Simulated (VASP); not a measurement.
Runs of VASP 6.6.1 on Cl2BSeH. The cell holds a molecule in a box, 5 atoms: a = 12.000 Å, b = 13.000 Å, c = 13.000 Å, α = 90.00°, β = 90.00°, γ = 90.00°. 

| task | level | potentials or basis | cutoff (eV) | grid for exact exchange (PRECFOCK) | exchange at q = 0 | gap on the mesh (eV) | largest force (eV/Å) |
| --- | --- | --- | --- | --- | --- | --- | --- |
| single point | PBE0+TS | VASP PAW PBE potentials, release 64 (Cl, B, Se, H) | 520 | Fast | default | 6.32 | 0.10 |
| single point | SCAN+D4 | VASP PAW PBE potentials, release 64 (Cl, B, Se, H) | 520 | - | - | (a) | (b) |
| single point | PBE | VASP PAW PBE potentials, release 64 (Cl, B, Se, H) | 520 | - | - | 4.32 | 0.42 |
| single point | revPBE+D3(BJ) | VASP PAW PBE potentials, release 64 (Cl, B, Se, H) | 520 | - | - | 4.35 | 0.51 |
| electron localisation function | PBE | VASP PAW PBE potentials, release 64 (Cl, B, Se, H) | 520 | - | - | 4.32 | 0.42 |
| atomic charges | PBE+TS | VASP PAW PBE potentials, release 64 (Cl, B, Se, H) | 520 | - | - | 4.32 | 0.43 |
| single point | BLYP | VASP PAW PBE potentials, release 64 (Cl, B_s, Se, H_s) | 400 | - | - | 4.32 | 0.60 |
| single point | BLYP+D3(BJ) | VASP PAW PBE potentials, release 64 (Cl_h, B_h, Se, H_h) | 900 | - | - | 4.29 | 0.56 |

Alike in all rows: no spin polarisation; cell as given; k mesh 1 × 1 × 1; smearing gaussian 0.01 eV.

Estimate the missing entries.

(a) 4.82; (b) 0.09.

Caveats: the PAW data sets were made with another functional, which shifts forces and pressure a little (some runs).

A k mesh can miss the band edges, and the runs leave out spin-orbit coupling on Se.

Not every run made on this cell is shown here.
